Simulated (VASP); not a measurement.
Output of a VASP run:

OSZICAR:
```
...
DAV:   3    -0.566268506488E+00    0.46678E-03   -0.17789E-03  3904   0.144E+00    0.107E-01
DAV:   4    -0.566084668772E+00    0.18384E-03   -0.77878E-04  3826   0.101E+00    0.210E-02
DAV:   5    -0.566086622212E+00   -0.19534E-05   -0.31978E-05  3790   0.582E-02    0.153E-02
DAV:   6    -0.566087023367E+00   -0.40115E-06   -0.43796E-06  3297   0.642E-02
   2 F= -.56608702E+00 E0= -.56629875E+00  d E =-.636656E-03
       N       E                     dE             d eps       ncg     rms          rms(c)
DAV:   1    -0.584612087341E+00   -0.18525E-01   -0.95822E-01  3360   0.936E+00    0.872E-01
DAV:   2    -0.573443756650E+00    0.11168E-01   -0.13970E-02  4592   0.298E+00    0.518E-01
DAV:   3    -0.568998296038E+00    0.44455E-02   -0.14958E-02  4071   0.406E+00    0.301E-01
DAV:   4    -0.567562627779E+00    0.14357E-02   -0.63572E-03  3721   0.293E+00    0.636E-02
DAV:   5    -0.567578002939E+00   -0.15375E-04   -0.26742E-04  3763   0.166E-01    0.458E-02
DAV:   6    -0.567581311413E+00   -0.33085E-05   -0.39016E-05  4519   0.178E-01    0.159E-02
DAV:   7    -0.567577992709E+00    0.33187E-05   -0.73647E-06  3904   0.974E-02    0.652E-03
DAV:   8    -0.567577535597E+00    0.45711E-06   -0.15482E-06  1760   0.438E-02
   3 F= -.56757754E+00 E0= -.56758980E+00  d E =-.212717E-02
       N       E                     dE             d eps       ncg     rms          rms(c)
DAV:   1    -0.637617297942E+00   -0.70039E-01   -0.38927E+00  3409   0.188E+01    0.174E+00
DAV:   2    -0.592913940570E+00    0.44703E-01   -0.49317E-02  4584   0.505E+00    0.103E+00
DAV:   3    -0.572411056665E+00    0.20503E-01   -0.45627E-02  4478   0.639E+00    0.459E-01
DAV:   4    -0.569309922694E+00    0.31011E-02   -0.15627E-02  3539   0.469E+00    0.129E-01
DAV:   5    -0.569343672888E+00   -0.33750E-04   -0.65580E-04  3668   0.245E-01    0.917E-02
DAV:   6    -0.569352155218E+00   -0.84823E-05   -0.98136E-05  4601   0.240E-01    0.235E-02
DAV:   7    -0.569346430749E+00    0.57245E-05   -0.13599E-05  4654   0.115E-01    0.113E-02
DAV:   8    -0.569345550176E+00    0.88057E-06   -0.35138E-06  2955   0.645E-02
   4 F= -.56934555E+00 E0= -.56930225E+00  d E =-.389518E-02
       N       E                     dE             d eps       ncg     rms          rms(c)
DAV:   1    -0.573090753774E+00   -0.37443E-02   -0.20510E-01  3402   0.429E+00    0.404E-01
DAV:   2    -0.570602374505E+00    0.24884E-02   -0.23668E-03  4679   0.979E-01    0.237E-01
DAV:   3    -0.569387388605E+00    0.12150E-02   -0.16773E-03  4761   0.104E+00    0.661E-02
DAV:   4    -0.569337987668E+00    0.49401E-04   -0.38018E-04  3578   0.672E-01    0.293E-02
DAV:   5    -0.569337655462E+00    0.33221E-06   -0.14734E-05  4756   0.762E-02    0.190E-02
DAV:   6    -0.569337903082E+00   -0.24762E-06   -0.21361E-06  3005   0.310E-02
   5 F= -.56933790E+00 E0= -.56928212E+00  d E =-.388754E-02
       N       E                     dE             d eps       ncg     rms          rms(c)
DAV:   1    -0.570564433888E+00   -0.12268E-02   -0.64323E-02  3409   0.241E+00    0.227E-01
DAV:   2    -0.569784615494E+00    0.77982E-03   -0.75775E-04  4678   0.576E-01    0.134E-01
DAV:   3    -0.569408244434E+00    0.37637E-03   -0.58188E-04  4735   0.644E-01    0.430E-02
DAV:   4    -0.569385308879E+00    0.22936E-04   -0.15024E-04  3482   0.434E-01    0.165E-02
DAV:   5    -0.569385405364E+00   -0.96486E-07   -0.55427E-06  3532   0.323E-02
   6 F= -.56938541E+00 E0= -.56934067E+00  d E =-.393504E-02
```

OUTCAR:
```
------------------------ aborting loop because EDIFF is reached ----------------------------------------
  FORCE on cell =-STRESS in cart. coord.  units (eV):
  Direction    XX          YY          ZZ          XY          YZ          ZX
  --------------------------------------------------------------------------------------
  Total        0.0154657      0.0154657      0.0166211      0.0000000     -0.0000000     -0.0000000
  in kB        0.7346227      0.7346227      0.7895068      0.0000000     -0.0000000     -0.0000000
  external PRESSURE =       0.7529174 kB  Pullay stress =       0.0000000 kB
  volume of cell :       33.73
      direct lattice vectors                 reciprocal lattice vectors
     3.084332577  0.000000000 -0.000000000     0.324219252 -0.000000000 -0.000000000
     0.000000000  3.084332577 -0.000000000    -0.000000000  0.324219252 -0.000000000
     0.000000000  0.000000000  3.545625498     0.000000000  0.000000000  0.282037683
 POSITION                                       TOTAL-FORCE (eV/Angst)
 -----------------------------------------------------------------------------------
      0.00000      0.00000      0.00000         0.000000      0.000000      0.000000
      1.54217      1.54217      1.77281        -0.000000     -0.000000      0.000000
 -----------------------------------------------------------------------------------
    total drift:                                0.000000      0.000000     -0.000000
  FREE ENERGIE OF THE ION-ELECTRON SYSTEM (eV)
  ---------------------------------------------------
  free  energy   TOTEN  =        -0.5693854054 eV

  energy  without entropy=       -0.5692511970  energy(sigma->0) =       -0.56934067

 reached required accuracy - stopping structural energy minimisation
```
(Selected blocks of OUTCAR.)

### POSCAR
```
CuAu
1
    3.0346731646    -0.0000000000     0.0000000000
   -0.0000000000     3.0346731646    -0.0000000000
   -0.0000000000     0.0000000000     3.6626076038
Cu Au
1 1
Direct
  0.0000000000   0.0000000000   1.0000000000
  0.5000000000   0.5000000000   0.5000000000
```

Question: Write an INCAR and KPOINTS that could have produced this output.

Answer: Several could match; the one computed here: the input of the run itself, vdW-DF2, plane waves, VASP's PBE PAW potentials (set 64).

INCAR:
```
# general
SYSTEM    =  CuAu
PREC      =  Accurate
ENCUT     =  520   # plane-wave cut-off (eV)
LREAL     =  .False.
LASPH     =  .True.

# electronic loop
EDIFF     =  1E-6   # SCF stop (eV)
NELM      =  100
ALGO      =  Normal   # blocked Davidson
LMAXMIX   =  6   # l cut-off of mixed one-centre charges

# smearing
ISMEAR    =  1   # Methfessel-Paxton
SIGMA     =  0.1   # width (eV)

# functional
GGA       =  ML
LUSE_VDW  =  .True.
AGGAC     =  0.0
ZAB_VDW   =  -1.8867

# ions
IBRION    =  2
NSW       =  60   # most ionic steps
ISIF      =  3
EDIFFG    =  -0.01   # ionic stop

# output
LWAVE     =  .False.
LCHARG    =  .False.
```

File KPOINTS:
```
Automatic mesh
0
Gamma
11 11 9
0 0 0
```

POTCAR, in this order: Cu Au (PBE.64 set). Program: vasp_std.

The compound is CuAu in the L1_0 structure. This run relaxes it. Symmetry was kept, so distortions that lower it aren't found. The start is the result of an earlier pass.
